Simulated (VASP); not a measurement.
Output of a VASP run:

### OSZICAR
```
       N       E                     dE             d eps       ncg     rms          rms(c)
DAV:   1    -0.613859281599E+02   -0.61386E+02   -0.82704E-04  4487   0.586E-01    0.583E-02
DAV:   2    -0.613876855484E+02   -0.17574E-02   -0.18762E-02  3661   0.266E+00    0.228E-01
DAV:   3    -0.613857949581E+02    0.18906E-02   -0.14046E-02  3404   0.235E+00    0.456E-02
DAV:   4    -0.613857549158E+02    0.40042E-04   -0.30918E-04  3538   0.498E-01    0.103E-02
DAV:   5    -0.613857534487E+02    0.14671E-05   -0.52172E-05  4388   0.110E-01    0.390E-03
DAV:   6    -0.613857545861E+02   -0.11373E-05   -0.12535E-05  3471   0.403E-02    0.361E-03
DAV:   7    -0.613857547319E+02   -0.14584E-06   -0.19413E-06  1775   0.205E-02
   1 F= -.61385755E+02 E0= -.61384437E+02  d E =-.395370E-02
```

**OUTCAR**
```
------------------------ aborting loop because EDIFF is reached ----------------------------------------
  FORCE on cell =-STRESS in cart. coord.  units (eV):
  Direction    XX          YY          ZZ          XY          YZ          ZX
  --------------------------------------------------------------------------------------
  Total       -1.5048025     -1.8539465     -0.9968110      0.0000002      0.3590323     -0.0000000
  in kB       -5.1807695     -6.3828109     -3.4318444      0.0000007      1.2360847     -0.0000001
  external PRESSURE =      -4.9984749 kB  Pullay stress =       0.0000000 kB
  volume of cell :      465.37
      direct lattice vectors                 reciprocal lattice vectors
     5.135721472  0.000000000  0.000000000     0.194714609 -0.112418511  0.000000000
     2.567860233  4.447665241  0.000000000     0.000000000  0.224837065  0.000000000
     0.000000000  0.000000000 20.373340952     0.000000000  0.000000000  0.049083751
 POSITION                                       TOTAL-FORCE (eV/Angst)
 -----------------------------------------------------------------------------------
      2.56360      4.42800      7.07115        -0.003554     -0.006605      0.018064
      5.13998      4.42800      7.07115         0.003554     -0.006605      0.018064
      1.28393      2.21467      7.08178         0.000000     -0.011195     -0.011314
      3.85179      2.20911      7.09681         0.000000     -0.017762     -0.011281
      1.28393      0.71322      9.15479         0.000000     -0.015361     -0.004736
      3.85179      0.70644      9.14941         0.000000     -0.010166      0.016511
      2.56098      2.94200      9.15617         0.000406     -0.003822     -0.002258
      5.14261      2.94200      9.15617        -0.000406     -0.003822     -0.002258
      5.13657      1.42887     11.22143        -0.000674      0.013815     -0.017898
      2.56701      1.42887     11.22143         0.000674      0.013815     -0.017898
      6.41965      3.65186     11.27697        -0.000000      0.006500      0.007517
      3.85179      3.66259     11.22033         0.000000     -0.019758      0.003976
      2.53036      4.35521     13.34278         0.015445      0.016730     -0.001268
      5.17322      4.35521     13.34278        -0.015445      0.016730     -0.001268
      1.28393      2.19001     13.34069        -0.000000      0.006084      0.015794
      3.85179      2.15625     13.25695        -0.000000      0.006116     -0.004313
      1.28393      0.66435     14.94567        -0.000000      0.015309     -0.005432
 -----------------------------------------------------------------------------------
    total drift:                                0.000105     -0.025811      0.009476
  FREE ENERGIE OF THE ION-ELECTRON SYSTEM (eV)
  ---------------------------------------------------
  free  energy   TOTEN  =       -61.3857547319 eV

  energy  without entropy=      -61.3818010338  energy(sigma->0) =      -61.38443683

 total charge

# of ion       s       p       d       tot
------------------------------------------
    1        0.450   0.286   9.186   9.922
    2        0.450   0.286   9.186   9.922
    3        0.451   0.288   9.186   9.924
    4        0.446   0.293   9.182   9.920
    5        0.435   0.385   9.167   9.987
    6        0.444   0.368   9.183   9.995
    7        0.445   0.368   9.183   9.996
    8        0.445   0.368   9.183   9.996
    9        0.447   0.370   9.180   9.997
   10        0.447   0.370   9.180   9.997
   11        0.442   0.401   9.148   9.991
   12        0.447   0.370   9.180   9.997
   13        0.451   0.389   9.171  10.012
   14        0.451   0.389   9.171  10.012
   15        0.451   0.388   9.171  10.010
   16        0.417   0.277   9.228   9.923
   17        1.356   2.298   0.000   3.655
--------------------------------------------------
tot          8.477   7.894 146.884 163.255
```
(Selected blocks of OUTCAR.)

**POSCAR**
```
Cu16S
1
    5.1357214723     0.0000000000     0.0000000000
    2.5678602332     4.4476652414     0.0000000000
    0.0000000000     0.0000000000    20.3733409520
Cu S
16 1
Direct
  0.0013811824   0.9955784584   0.3470787965
  0.5030403592   0.9955784584   0.3470787965
  0.0010302247   0.4979395504   0.3476002914
  0.5016549661   0.4966900678   0.3483380251
  0.1698216989   0.1603576021   0.4493515263
  0.6705836402   0.1588337194   0.4490871400
  0.1679247884   0.6614700899   0.4494190915
  0.6706061217   0.6614700899   0.4494190915
  0.8395334397   0.3212637156   0.5507900363
  0.3392018447   0.3212637156   0.5507900363
  0.8394624747   0.8210740507   0.5535159928
  0.3382560341   0.8234869319   0.5507358688
  0.0030921736   0.9792115760   0.6549135327
  0.5176962504   0.9792115760   0.6549135327
  0.0038025496   0.4923949008   0.6548111671
  0.5075970875   0.4848058251   0.6507006040
  0.1753151642   0.1493696717   0.7335894705
```

Write an INCAR and KPOINTS that could have produced this output.

One answer among several that fit: the input of the run itself, PBE GGA, plane waves, VASP's PBE PAW potentials (set 64).

KPOINTS:
```
Automatic
0
G
 6 6 1
0 0 0
```

**INCAR**
```
ALGO = Normal
DIPOL = 0.5 0.5 0.5
EDIFF = 1E-6
ENCUT = 400
GGA = PE
IDIPOL = 3
ISMEAR = 1
LASPH = .TRUE.
LCHARG = .FALSE.
LDIPOL = .TRUE.
LMAXMIX = 4
LORBIT = 11
LREAL = .FALSE.
LVHAR = .TRUE.
LWAVE = .FALSE.
NELM = 100
NELMIN = 4
PREC = Normal
SIGMA = 0.1
SYSTEM = Cu16S
```

POTCAR, in this order: Cu S (PBE.64 set). Program: vasp_std. Read from the step before: WAVECAR.

The cell is a thin slab with vacuum, built from Cu (fcc): (111) face, S adsorbed.
